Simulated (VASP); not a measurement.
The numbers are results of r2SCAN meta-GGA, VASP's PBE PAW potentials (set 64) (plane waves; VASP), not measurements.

VASP ran on this input.

### KPOINTS
```
K-points
0
Gamma
  10 10 5
0 0 0
```

### INCAR
```
SYSTEM  =  GaN
PREC  =  Accurate; ENCUT  =  520; LREAL  =  .FALSE.
LASPH  =  .TRUE.
EDIFF  =  1E-7; NELM  =  100; ALGO  =  Normal
LMAXMIX  =  4; LMIXTAU  =  .TRUE.
ISMEAR  =  0; SIGMA  =  0.05
METAGGA  =  R2SCAN
IBRION  =  2; NSW  =  30; ISIF  =  4
EDIFFG  =  -0.01
LWAVE  =  .FALSE.; LCHARG  =  .FALSE.
```

### POSCAR
```
GaN
1
    1.6261116510    -2.8165079595     0.0000000000
    1.6261116510     2.8165079595     0.0000000000
    0.0000000000     0.0000000000     5.2939595998
Ga N
2 2
Direct
  0.6666670000   0.3333330000   0.5001254378
  0.3333330000   0.6666670000   0.0001254378
  0.6666670000   0.3333330000   0.8768745622
  0.3333330000   0.6666670000   0.3768745622
```

POTCAR, in this order: Ga_d N (PBE.64 set). Program: vasp_std.

Question: Predict the energy per atom (σ→0).

Answer: 
```yaml
energy per atom (σ→0): -10.933 eV/atom
```

**OSZICAR**
```
...
DAV:   6    -0.437330934058E+02   -0.17260E-04   -0.16129E-06  1872   0.140E-02    0.364E-04
DAV:   7    -0.437330860685E+02    0.73373E-05   -0.44398E-07  1884   0.649E-03    0.435E-04
DAV:   8    -0.437330884726E+02   -0.24041E-05   -0.29139E-08  1104   0.186E-03    0.195E-04
DAV:   9    -0.437330872347E+02    0.12380E-05   -0.55706E-09   942   0.914E-04    0.380E-05
DAV:  10    -0.437330881149E+02   -0.88017E-06   -0.21746E-09   942   0.571E-04    0.334E-05
DAV:  11    -0.437330879115E+02    0.20331E-06   -0.82134E-10   942   0.317E-04    0.302E-05
DAV:  12    -0.437330878729E+02    0.38628E-07   -0.18053E-10   936   0.156E-04
   2 F= -.43733088E+02 E0= -.43733088E+02  d E =-.172338E-04
```

The compound is GaN in the wurtzite structure. This cell is one point of a volume scan, at 1.06 of the reference volume. Symmetry was kept, so distortions that lower it aren't found.
